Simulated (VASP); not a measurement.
Output of a VASP run:

File OSZICAR:
```
       N       E                     dE             d eps       ncg     rms          rms(c)
DAV:   1     0.149726517858E+02    0.14973E+02   -0.40490E+03  7365   0.105E+03
DAV:   2    -0.900697008725E+01   -0.23980E+02   -0.22692E+02  7065   0.126E+02
DAV:   3    -0.928103078048E+01   -0.27406E+00   -0.27260E+00  7970   0.187E+01
DAV:   4    -0.928230443057E+01   -0.12737E-02   -0.12735E-02  7636   0.117E+00
DAV:   5    -0.928231690694E+01   -0.12476E-04   -0.12476E-04  7623   0.103E-01    0.114E+01
DAV:   6    -0.832242085946E+01    0.95990E+00   -0.13248E+01  7424   0.583E+01    0.546E+00
DAV:   7    -0.825586302757E+01    0.66558E-01   -0.81779E-01  7421   0.141E+01    0.324E+00
DAV:   8    -0.825129754305E+01    0.45655E-02   -0.95909E-03  8699   0.857E-01    0.148E+00
DAV:   9    -0.824348558254E+01    0.78120E-02   -0.10212E-02  8791   0.844E-01    0.451E-01
DAV:  10    -0.824375924967E+01   -0.27367E-03   -0.51391E-03  8611   0.818E-01    0.284E-01
DAV:  11    -0.824428634995E+01   -0.52710E-03   -0.53538E-04  7984   0.292E-01    0.435E-02
DAV:  12    -0.824429090949E+01   -0.45595E-05   -0.13009E-05  8360   0.416E-02    0.160E-02
DAV:  13    -0.824429215544E+01   -0.12459E-05   -0.33967E-06  5504   0.169E-02    0.141E-02
DAV:  14    -0.824429105078E+01    0.11047E-05   -0.10875E-06  3570   0.125E-02    0.848E-04
DAV:  15    -0.824429105414E+01   -0.33556E-08   -0.30738E-08  3533   0.259E-03
   1 F= -.82442911E+01 E0= -.82442637E+01  d E =-.824429E+01  mag=     2.1697
```

OUTCAR:
```
------------------------ aborting loop because EDIFF is reached ----------------------------------------
  FORCE on cell =-STRESS in cart. coord.  units (eV):
  Direction    XX          YY          ZZ          XY          YZ          ZX
  --------------------------------------------------------------------------------------
  Total        0.0008317      0.0008317      0.0008317     -0.0000000     -0.0000000     -0.0000000
  in kB        0.1176359      0.1176359      0.1176359     -0.0000000     -0.0000000     -0.0000000
  external PRESSURE =       0.1176359 kB  Pullay stress =       0.0000000 kB
  volume of cell :       11.33
      direct lattice vectors                 reciprocal lattice vectors
    -1.414766461  1.414766461  1.414766461     0.000000000  0.353415220  0.353415220
     1.414766461 -1.414766461  1.414766461     0.353415220  0.000000000  0.353415220
     1.414766461  1.414766461 -1.414766461     0.353415220  0.353415220  0.000000000
 POSITION                                       TOTAL-FORCE (eV/Angst)
 -----------------------------------------------------------------------------------
      0.00000      0.00000      0.00000        -0.000000      0.000000      0.000000
 -----------------------------------------------------------------------------------
    total drift:                                0.000000     -0.000000      0.000000
  FREE ENERGIE OF THE ION-ELECTRON SYSTEM (eV)
  ---------------------------------------------------
  free  energy   TOTEN  =        -8.2442910541 eV

  energy  without entropy=       -8.2442090688  energy(sigma->0) =       -8.24426373

 total charge

# of ion       s       p       d       tot
------------------------------------------
    1        0.489   0.544   6.241   7.274

 magnetization (x)

# of ion       s       p       d       tot
------------------------------------------
    1       -0.013  -0.056   2.237   2.167

 reached required accuracy - stopping structural energy minimisation
```
(Selected blocks of OUTCAR.)

**POSCAR**
```
Fe
1
   -1.4147664614     1.4147664614     1.4147664614
    1.4147664614    -1.4147664614     1.4147664614
    1.4147664614     1.4147664614    -1.4147664614
Fe
1
Direct
  0.0000000000   0.0000000000   0.0000000000
```

**Question.** Reconstruct the remaining input files.

**Answer.** Several could match; the one computed here: the input of the run itself, PBE GGA, plane waves, VASP's PBE PAW potentials (set 64).

KPOINTS:
```
kpoints
0
Gamma
  18 18 18
0 0 0
```

### INCAR
```
! general
SYSTEM  = Fe
PREC    = Accurate
ENCUT   = 500
LREAL   = F
LASPH   = T

! electronic loop
EDIFF   = 1E-6
NELM    = 100
ALGO    = Normal
LMAXMIX = 4

! smearing
ISMEAR  = 1
SIGMA   = 0.1

! functional
GGA     = PE

! spin
ISPIN   = 2
MAGMOM  = 2.2

! ions
IBRION  = 2
NSW     = 40
ISIF    = 3
EDIFFG  = -0.02

! output
LWAVE   = F
LCHARG  = F
LORBIT  = 10
```

POTCAR, in this order: Fe (PBE.64 set). Program: vasp_std.

The compound is Fe in the bcc structure. It was relaxed first.
